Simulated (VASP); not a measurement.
Output of a VASP run:

**OUTCAR**
```
 ion  position               nearest neighbor table
   1  0.000  0.000  0.000-   2 2.36   3 2.36   3 2.36   2 2.36   3 2.36   2 2.36
   2  0.333  0.667  0.275-   1 2.36   1 2.36   1 2.36
   3  0.667  0.333  0.725-   1 2.36   1 2.36   1 2.36
  LATTYP: Found a hexagonal cell.
 ALAT       =     3.5406303383
 C/A-ratio  =     1.2134434127
 Subroutine PRICEL returns:
 Original cell was already a primitive cell.
 Subroutine GETGRP returns: Found 12 space group operations
The static configuration has the point symmetry D_3d.
The dynamic configuration has the point symmetry D_3d.
 Subroutine INISYM returns: Found 12 space group operations
 Subroutine IBZKPT returns following result:
 Found     80 irreducible k-points:

 Following reciprocal coordinates:
            Coordinates               Weight
  0.000000  0.000000  0.000000      1.000000
  0.100000  0.000000  0.000000      6.000000
  0.200000  0.000000  0.000000      6.000000
  0.300000  0.000000  0.000000      6.000000
  0.400000  0.000000  0.000000      6.000000
  0.500000  0.000000  0.000000      3.000000
  0.100000  0.100000  0.000000      6.000000
  0.200000  0.100000  0.000000     12.000000
  0.300000  0.100000  0.000000     12.000000
  0.400000  0.100000  0.000000     12.000000
  0.200000  0.200000  0.000000      6.000000
  0.300000  0.200000  0.000000     12.000000
  0.400000  0.200000  0.000000      6.000000
  0.300000  0.300000  0.000000      6.000000
  0.000000  0.000000  0.142857      2.000000
  0.100000  0.000000  0.142857      6.000000
  0.000000  0.100000  0.142857      6.000000
  0.200000  0.000000  0.142857      6.000000
  0.000000  0.200000  0.142857      6.000000
  0.300000  0.000000  0.142857      6.000000
  0.000000  0.300000  0.142857      6.000000
  0.400000  0.000000  0.142857      6.000000
  0.000000  0.400000  0.142857      6.000000
  0.500000  0.000000  0.142857      6.000000
  0.100000  0.100000  0.142857     12.000000
  0.200000  0.100000  0.142857     12.000000
 -0.100000  0.300000  0.142857     12.000000
  0.300000  0.100000  0.142857     12.000000
 -0.100000  0.400000  0.142857     12.000000
  0.400000  0.100000  0.142857     12.000000
 -0.100000  0.500000  0.142857     12.000000
  0.200000  0.200000  0.142857     12.000000
  0.300000  0.200000  0.142857     12.000000
 -0.200000  0.500000  0.142857     12.000000
  0.400000  0.200000  0.142857     12.000000
  0.300000  0.300000  0.142857     12.000000
  0.000000  0.000000  0.285714      2.000000
  0.100000  0.000000  0.285714      6.000000
  0.000000  0.100000  0.285714      6.000000
  0.200000  0.000000  0.285714      6.000000
   k-points           NKPTS =     80   k-points in BZ     NKDIM =     80   number of bands    NBANDS=     15
   number of dos      NEDOS =    301   number of ions     NIONS =      3
   total plane-waves  NPLWV =  25088
   dimension x,y,z NGX =    28 NGY =   28 NGZ =   32
   dimension x,y,z NGXF=    56 NGYF=   56 NGZF=   64
   ions per type =               1   2
   PREC   = accura    normal or accurate (medium, high low for compatibility)
   ISTART =      0    job   : 0-new  1-cont  2-samecut
   ICHARG =      2    charge: 1-file 2-atom 10-const
   ISPIN  =      1    spin polarized calculation?
   LNONCOLLINEAR =      F non collinear calculations
   LSORBIT =      F    spin-orbit coupling
   INIWAV =      1    electr: 0-lowe 1-rand  2-diag
   ENCUT  =  500.0 eV  36.75 Ry    6.06 a.u.   6.46  6.46  7.83*2*pi/ulx,y,z
   NELM   =    100;   NELMIN=  2; NELMDL= -5     # of ELM steps
   EDIFF  = 0.1E-05   stopping-criterion for ELM
   LREAL  =      F    real-space projection
   NLSPLINE    = F    spline interpolate recip. space projectors
   LMAXMIX     =    6 max onsite mixed and CHGCAR
   VOSKOWN=      0    Vosko Wilk Nusair interpolation
   EDIFFG = -.2E-01   stopping-criterion for IOM
   NSW    =     40    number of steps for IOM
...
```

OSZICAR:
```
       N       E                     dE             d eps       ncg     rms          rms(c)
DAV:   1     0.112194641487E+03    0.11219E+03   -0.10650E+04  2456   0.129E+03
DAV:   2    -0.144890165767E+02   -0.12668E+03   -0.12396E+03  3002   0.253E+02
DAV:   3    -0.193631411723E+02   -0.48741E+01   -0.48044E+01  3023   0.523E+01
DAV:   4    -0.194112263772E+02   -0.48085E-01   -0.48074E-01  3016   0.575E+00
DAV:   5    -0.194118762693E+02   -0.64989E-03   -0.64984E-03  3163   0.646E-01    0.207E+01
DAV:   6    -0.184251764423E+02    0.98670E+00   -0.72702E+00  2463   0.272E+01    0.132E+01
DAV:   7    -0.182089879416E+02    0.21619E+00   -0.12954E+00  2428   0.125E+01    0.624E+00
DAV:   8    -0.181756979999E+02    0.33290E-01   -0.78483E-02  2862   0.221E+00    0.125E+00
DAV:   9    -0.181707170256E+02    0.49810E-02   -0.12523E-02  2785   0.120E+00    0.240E-01
DAV:  10    -0.181707547900E+02   -0.37764E-04   -0.13443E-03  3009   0.285E-01    0.963E-02
DAV:  11    -0.181707654683E+02   -0.10678E-04   -0.57344E-05  3044   0.761E-02    0.264E-02
DAV:  12    -0.181707610494E+02    0.44190E-05   -0.18774E-05  2736   0.479E-02    0.836E-03
DAV:  13    -0.181707610222E+02    0.27178E-07   -0.86883E-07  1571   0.767E-03
   1 F= -.16715130E+02 E0= -.16715121E+02  d E =-.167151E+02
```

### OUTCAR
```
------------------------ aborting loop because EDIFF is reached ----------------------------------------
  FORCE on cell =-STRESS in cart. coord.  units (eV):
  Direction    XX          YY          ZZ          XY          YZ          ZX
  --------------------------------------------------------------------------------------
  Total        1.4584113      1.4584114      1.4581499      0.0000000      0.0000000      0.0000000
  in kB       50.0954959     50.0954990     50.0865175      0.0000000      0.0000000      0.0000000
  external PRESSURE =       0.0925041 kB  Pullay stress =      50.0000000 kB
  volume of cell :       46.64
      direct lattice vectors                 reciprocal lattice vectors
     1.770315128 -3.066275842  0.000000000     0.282435591 -0.163064260  0.000000000
     1.770315128  3.066275842  0.000000000     0.282435591  0.163064260  0.000000000
     0.000000000  0.000000000  4.296354561     0.000000000  0.000000000  0.232755464
 POSITION                                       TOTAL-FORCE (eV/Angst)
 -----------------------------------------------------------------------------------
      0.00000      0.00000      0.00000         0.000000     -0.000000      0.000000
      1.77032      1.02209      1.18173         0.000000     -0.000000     -0.004782
      1.77032     -1.02209      3.11462        -0.000000      0.000000      0.004782
 -----------------------------------------------------------------------------------
    total drift:                                0.000000     -0.000000      0.000000
  FREE ENERGIE OF THE ION-ELECTRON SYSTEM (eV)
  ---------------------------------------------------
  free  energy   TOTEN  =       -18.1707610222 eV

  energy  without entropy=      -18.1707336222  energy(sigma->0) =      -18.17075189
  enthalpy is  TOTEN    =       -16.7151298937 eV   P V=        1.4556311284

 reached required accuracy - stopping structural energy minimisation
```
(Selected blocks of OUTCAR.)

File POSCAR:
```
PtS2
1
    1.7703151280    -3.0662758421     0.0000000000
    1.7703151280     3.0662758421    -0.0000000000
   -0.0000000000    -0.0000000000     4.2963545609
Pt S
1 2
Direct
  0.0000000000   1.0000000000   0.0000000000
  0.3333330000   0.6666670000   0.2750540203
  0.6666670000   0.3333330000   0.7249459797
```

### Question
Write an INCAR and KPOINTS that could have produced this output.

### Answer
One answer among several that fit: the input of the run itself, LDA (Ceperley-Alder, Perdew-Zunger), plane waves, VASP's LDA PAW potentials (set 64).

INCAR:
```
SYSTEM = PtS2
PREC = Accurate; ENCUT = 500; LREAL = .FALSE.
LASPH = .TRUE.
EDIFF = 1E-6; NELM = 100; ALGO = Normal
LMAXMIX = 6
ISMEAR = 1; SIGMA = 0.1
IBRION = 2; NSW = 40; ISIF = 3
EDIFFG = -0.02; PSTRESS = 50
LWAVE = .FALSE.; LCHARG = .FALSE.
```

KPOINTS:
```
Automatic mesh
0
Gamma
10 10 7
0 0 0
```

POTCAR, in this order: Pt S (LDA.64 set). Program: vasp_std.

The compound is PtS2 in the 1T layered structure. It was relaxed first under an external pressure of 5 GPa.
